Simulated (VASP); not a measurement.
Na in VASP: convergence with ENAUG

Input of the first run (ENAUG 300); the others differ in this setting and in those tied to it:

The input INCAR:

```
ALGO     = Fast           # electronic algorithm
EDIFF    = 1E-6           # SCF threshold, eV
ENAUG    = 300          
ENCUT    = 520            # plane-wave cutoff, eV
GGA      = CA             # functional
ISIF     = 2              # what is computed and relaxed
ISMEAR   = 0              # smearing method
LASPH    = T              # aspherical terms in the spheres
LCHARG   = F              # write CHGCAR
LREAL    = F              # projectors in reciprocal space
LWAVE    = F              # write WAVECAR
NBANDS   = 22             # bands
NELM     = 80             # most SCF steps
PREC     = Medium         # precision mode
SIGMA    = 0.02           # smearing width, eV
```

Contents of KPOINTS:

```
k-points
0
Gamma
  6 6 1
```

File POSCAR:

```
Na
1.0
    3.7532005932      0.0000000000      0.0000000000
    1.8531458989      3.2637960981      0.0000000000
    0.0000000000      0.0000000000     24.2119172620
Na
4
Direct
    0.3389113921      0.3389113921      0.3097648120
    0.6778227842      0.6778227842      0.4365882707
    0.0167341763      0.0167341763      0.5634117293
    0.3556455685      0.3556455685      0.6902351880
```

Potentials or basis: VASP PAW LDA potentials, release 64 (Na_pv).

Launch:

```sh
$ cat potpaw_LDA.64/Na_pv/POTCAR > POTCAR
$ mpirun -np 1 vasp_std > vasp.out
```

Hardware: 1 thread of Intel(R) Xeon(R) 6975P-C (Granite Rapids), on a shared host.

**Question.** The values tried are 300, 400, 500, 700, 900, 1200, 1600, loosest first. From which on does the largest force stay within 0.005 eV/Å of the tightest run that finished?

**Answer.** From 700 on.

```tsv
ENAUG	energy less the tightest run, at zero smearing (meV/atom)	largest force (eV/Å)	SCF cycles	CPU time (s)	peak memory (GiB)
300	0.19	0.095	18	27	0.17
400	0.12	0.087	18	26	0.17
500	0.17	0.085	18	27	0.18
700	0.02	0.079	18	24	0.19
900	-0.01	0.076	18	26	0.19
1200	0.00	0.077	18	25	0.22
1600	0.00	0.078	18	26	0.24
```

Against the tightest run, the energy stays within 1 meV/atom from 300 on. The tightest run that finished is the yardstick and may itself not be fully converged.
